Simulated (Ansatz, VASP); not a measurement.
**One calculation of Zr2CdF6, two programs**

```
Zr Cd F
1.0
     0.00000    3.94696    3.94696
     3.94696    0.00000    3.94696
     3.94696    3.94696    0.00000
Zr Cd F
2 1 6
Cartesian
  1.9735 1.9735 1.9735
  5.9204 5.9204 5.9204
  0.0000 0.0000 0.0000
  2.1299 3.9470 3.9470
  5.7641 3.9470 3.9470
  3.9470 2.1299 3.9470
  3.9470 5.7641 3.9470
  3.9470 3.9470 2.1299
  3.9470 3.9470 5.7641
```

Change from the starting cell: ordered vacancies on the cation sites of perovskite (Fm-3m, No. 225).

Alike in both runs: functional PBE; k mesh 4 × 4 × 4; occupations gaussian, width 0.1 eV; no spin polarisation.

Ansatz relaxed the structure, and its values are those at the end. VASP's run is a single point on that final structure, the one shown.

|  | VASP | Ansatz |
| --- | --- | --- |
| version | VASP 6.6.1 | Ansatz 0.2.0 |
| potentials or method | VASP PAW PBE potentials, release 64 (Zr_sv, Cd, F) | scalar-relativistic, plane waves, PAW |
| plane-wave cutoff (eV) | 520 | 420 |
| valence electrons in the cell | 78 | 86 |

|  | VASP | Ansatz | Ansatz less VASP |
| --- | --- | --- | --- |
| gap on the k mesh at the Fermi level (eV) | none | none | - |
| pressure (GPa) | 0.3 | -0.3 | -0.57 |
| rms of the force components (eV/Å) | 0.072 | 0.010 | -0.0624 |

A gap of «none» marks a metal or a gap that the smearing closes. The two sets of potentials don't hold the same shells in valence.
